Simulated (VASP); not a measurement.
Input:

```
WB
1.0
    2.96333     0.00000     0.00000
   -1.48166     2.56632     0.00000
    0.00000     0.00000     6.10691
W B
2 2
Direct
  0.00000   0.00000   0.00000
  0.00000   0.00000   0.50000
  0.33333   0.66667   0.25000
  0.66667   0.33333   0.75000
```

The numbers are results of PBE GGA, VASP's PBE PAW potentials (set 64) (plane waves; VASP 6.6.1), not measurements. Numerical set-up: 520 eV cut-off, Gaussian smearing of 0.050 eV, potentials W_sv B.

Q: Give the energies of bands 9 to 20 at the high-symmetry points, in eV from the Fermi level.

A: 
```
band       Γ      M      K      A      L      H
----  ------  -----  -----  -----  -----  -----
9     -11.14  -7.97  -6.43  -9.91  -7.05  -6.23
10     -7.25  -6.46  -6.43  -9.91  -7.05  -6.23
11     -6.79  -5.08  -4.80  -4.17  -5.26  -4.34
12     -3.34  -5.02  -4.12  -4.17  -5.26  -4.34
13     -1.89  -2.87  -4.12  -1.14  -2.57  -3.08
14     -1.89  -2.17  -3.03  -1.14  -2.57  -3.08
15     -0.15  -1.90  -3.03  -1.14  -0.94  -2.91
16     -0.15  -1.34   0.11  -1.14  -0.94  -2.91
17      0.86  -0.43   0.31   1.65  -0.68  -0.24
18      0.86   2.28   0.31   1.65  -0.68  -0.24
19      1.56   2.63   3.21   1.65   4.43   3.89
20      3.21   4.31   3.21   1.65   4.43   3.89
```

It has no gap at this level: it comes out as a metal or semimetal.

The structure was generated: WB was put into the NiAs type type (P6_3/mmc), which need not be its known phase. It was relaxed first, which changed the volume by -36 %.
